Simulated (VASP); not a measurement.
Here is the system:

```
MgS
1.0
    0.00000     2.82650     2.82650
    2.82650     0.00000     2.82650
    2.82650     2.82650     0.00000
Mg S
1 1
Direct
  0.00000   0.00000   0.00000
  0.75000   0.75000   0.75000
```

Computed with r2SCAN meta-GGA, VASP's PBE PAW potentials (set 64) (plane waves; VASP). Settings: 400 eV cut-off, 9×9×9 Γ-centred mesh, tetrahedra with Blöchl corrections, potentials Mg S.

Tabulate the total density of states (states/eV per cell) against energy (eV; zero at the valence-band maximum or, without a gap, the Fermi level).

```json
[
 {"E (eV)": "-9.89", "DOS (states/eV)": "0.00"},
 {"E (eV)": "-9.65", "DOS (states/eV)": "0.00"},
 {"E (eV)": "-9.30", "DOS (states/eV)": "0.00"},
 {"E (eV)": "-9.06", "DOS (states/eV)": "0.00"},
 {"E (eV)": "-8.70", "DOS (states/eV)": "0.00"},
 {"E (eV)": "-8.46", "DOS (states/eV)": "0.00"},
 {"E (eV)": "-8.11", "DOS (states/eV)": "0.00"},
 {"E (eV)": "-7.87", "DOS (states/eV)": "0.00"},
 {"E (eV)": "-7.51", "DOS (states/eV)": "0.00"},
 {"E (eV)": "-7.28", "DOS (states/eV)": "0.00"},
 {"E (eV)": "-6.92", "DOS (states/eV)": "0.00"},
 {"E (eV)": "-6.68", "DOS (states/eV)": "0.00"},
 {"E (eV)": "-6.32", "DOS (states/eV)": "0.00"},
 {"E (eV)": "-6.09", "DOS (states/eV)": "0.00"},
 {"E (eV)": "-5.73", "DOS (states/eV)": "0.00"},
 {"E (eV)": "-5.49", "DOS (states/eV)": "0.00"},
 {"E (eV)": "-5.14", "DOS (states/eV)": "0.00"},
 {"E (eV)": "-4.90", "DOS (states/eV)": "0.00"},
 {"E (eV)": "-4.54", "DOS (states/eV)": "0.00"},
 {"E (eV)": "-4.30", "DOS (states/eV)": "0.00"},
 {"E (eV)": "-3.95", "DOS (states/eV)": "0.00"},
 {"E (eV)": "-3.71", "DOS (states/eV)": "0.00"},
 {"E (eV)": "-3.35", "DOS (states/eV)": "0.00"},
 {"E (eV)": "-3.11", "DOS (states/eV)": "0.11"},
 {"E (eV)": "-2.76", "DOS (states/eV)": "1.55"},
 {"E (eV)": "-2.52", "DOS (states/eV)": "4.45"},
 {"E (eV)": "-2.16", "DOS (states/eV)": "0.63"},
 {"E (eV)": "-1.93", "DOS (states/eV)": "0.51"},
 {"E (eV)": "-1.57", "DOS (states/eV)": "1.49"},
 {"E (eV)": "-1.33", "DOS (states/eV)": "1.60"},
 {"E (eV)": "-0.97", "DOS (states/eV)": "3.10"},
 {"E (eV)": "-0.74", "DOS (states/eV)": "3.19"},
 {"E (eV)": "-0.38", "DOS (states/eV)": "3.34"},
 {"E (eV)": "-0.14", "DOS (states/eV)": "1.32"},
 {"E (eV)": "0.21", "DOS (states/eV)": "0.00"},
 {"E (eV)": "0.45", "DOS (states/eV)": "0.00"},
 {"E (eV)": "0.81", "DOS (states/eV)": "0.00"},
 {"E (eV)": "1.05", "DOS (states/eV)": "0.00"},
 {"E (eV)": "1.40", "DOS (states/eV)": "0.00"},
 {"E (eV)": "1.64", "DOS (states/eV)": "0.00"},
 {"E (eV)": "2.00", "DOS (states/eV)": "0.00"},
 {"E (eV)": "2.24", "DOS (states/eV)": "0.00"},
 {"E (eV)": "2.59", "DOS (states/eV)": "0.00"},
 {"E (eV)": "2.83", "DOS (states/eV)": "0.00"},
 {"E (eV)": "3.19", "DOS (states/eV)": "0.00"},
 {"E (eV)": "3.42", "DOS (states/eV)": "0.00"},
 {"E (eV)": "3.78", "DOS (states/eV)": "0.00"},
 {"E (eV)": "4.02", "DOS (states/eV)": "0.00"},
 {"E (eV)": "4.38", "DOS (states/eV)": "0.01"},
 {"E (eV)": "4.61", "DOS (states/eV)": "0.16"},
 {"E (eV)": "4.97", "DOS (states/eV)": "0.36"},
 {"E (eV)": "5.21", "DOS (states/eV)": "0.48"},
 {"E (eV)": "5.56", "DOS (states/eV)": "0.77"},
 {"E (eV)": "5.80", "DOS (states/eV)": "1.25"},
 {"E (eV)": "6.16", "DOS (states/eV)": "1.85"},
 {"E (eV)": "6.40", "DOS (states/eV)": "1.48"},
 {"E (eV)": "6.75", "DOS (states/eV)": "0.48"},
 {"E (eV)": "6.99", "DOS (states/eV)": "0.38"},
 {"E (eV)": "7.35", "DOS (states/eV)": "1.41"},
 {"E (eV)": "7.59", "DOS (states/eV)": "3.21"}
]
```
Within 2 eV below the valence-band maximum the largest weight inside VASP's projection spheres is S p.

The structure comes from a computed database's MgS entry (F-43m); how it stands against other phases isn't given here. It was relaxed first.
